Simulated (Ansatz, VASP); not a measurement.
# LaFe5H2 in VASP and in Ansatz

File INCAR:

```
  PREC = Accurate
  ENCUT = 520
  EDIFF = 1E-7
  ISMEAR = -1
  SIGMA = 0.05
  LREAL = False
  LASPH = True
  NELM = 120
  ALGO = Normal
  ISIF = 2
  LWAVE = False
  LCHARG = False
  ISPIN = 2
  MAGMOM = 0 3 3 3 3 3 0 0
  LORBIT = 11
  LMAXMIX = 6
  GGA = PE
  NBANDS = 40
```

File KPOINTS:

```
regular mesh
0
Gamma
  6 6 7
```

Contents of POSCAR:

```
LaFe5H2
1.0
    2.5824111822     -4.5020046527      0.0000000000
    2.5824111822      4.5020046527      0.0000000000
    0.0000000000      0.0000000000      4.1504630000
La Fe H
1 5 2
Direct
    0.0000000000      0.0000000000      0.0000000000
    0.5000000000      0.5000000000      0.5000000000
    0.3367460000      0.6632540000      0.0000000000
    0.6632540000      0.3367460000      0.0000000000
    0.0000000000      0.5000000000      0.5000000000
    0.5000000000      0.0000000000      0.5000000000
    0.8665220000      0.1334780000      0.5000000000
    0.1334780000      0.8665220000      0.5000000000
```

Contents of input.yaml:

```yaml
crystal:
  lattice:
    - [2.5824111822, -4.5020046527, 0.0]
    - [2.5824111822, 4.5020046527, 0.0]
    - [0.0, 0.0, 4.150463]
  atoms:
    - { symbol: La, position: [0.0, 0.0, 0.0] }
    - { symbol: Fe, position: [0.5, 0.5, 0.5], spin: 3.0 }
    - { symbol: Fe, position: [0.336746, 0.663254, 0.0], spin: 3.0 }
    - { symbol: Fe, position: [0.663254, 0.336746, 0.0], spin: 3.0 }
    - { symbol: Fe, position: [0.0, 0.5, 0.5], spin: 3.0 }
    - { symbol: Fe, position: [0.5, 0.0, 0.5], spin: 3.0 }
    - { symbol: H, position: [0.866522, 0.133478, 0.5] }
    - { symbol: H, position: [0.133478, 0.866522, 0.5] }
hamiltonian:
  xc: pbe
  pseudopotentials: { kind: paw }
magnetization:
  spin_polarized: true
kpoints:
  mp_grid: { grid: [6, 6, 7] }
scf:
  occupations: { method: fermi_dirac, width: 0.05 }
output:
  forces: true
  stress: true
  eigenvalues: true
  write_density: true
  write_potential: true
  elf: true
  volumetric_format: npy
```

The cell comes from a database or a generator and needn't be the stable form of this composition.

Alike in both runs: task single point; functional PBE; k mesh 6 × 6 × 7; occupations fermi-dirac, width 0.05 eV; collinear spin, ferromagnetic start.

|  | VASP | Ansatz |
| --- | --- | --- |
| version | VASP 6.6.1 | Ansatz 0.2.0 |
| potentials or method | VASP PAW PBE potentials, release 64 (La, Fe, H) | Ansatz PAW |
| plane-wave cutoff (eV) | 520 | 420 |
| valence electrons in the cell | 53 | 93 |

|  | VASP | Ansatz | Ansatz less VASP |
| --- | --- | --- | --- |
| gap on the k mesh at the Fermi level (eV) | none | none | - |
| pressure (GPa) | -0.3 | -0.2 | +0.10 |
| largest component of the traceless stress (GPa) | 0.16 | 0.18 | +0.016 |
| rms of the force components (eV/Å) | 0.010 | 0.006 | -0.0037 |
| net moment per atom (μB) | 1.40 | 1.40 | -0.001 |
| size of the moment on the site where the two differ most (μB) | 2.00 | 1.73 | -0.265 |

Site moments also hang on the region over which each program counts them. Atom by atom the forces differ by 0.008 eV/Å (rms over components). A gap of «none» marks a metal or a gap that the smearing closes. The two sets of potentials don't hold the same shells in valence.

Spin-orbit coupling is left out, which matters for the levels of La.
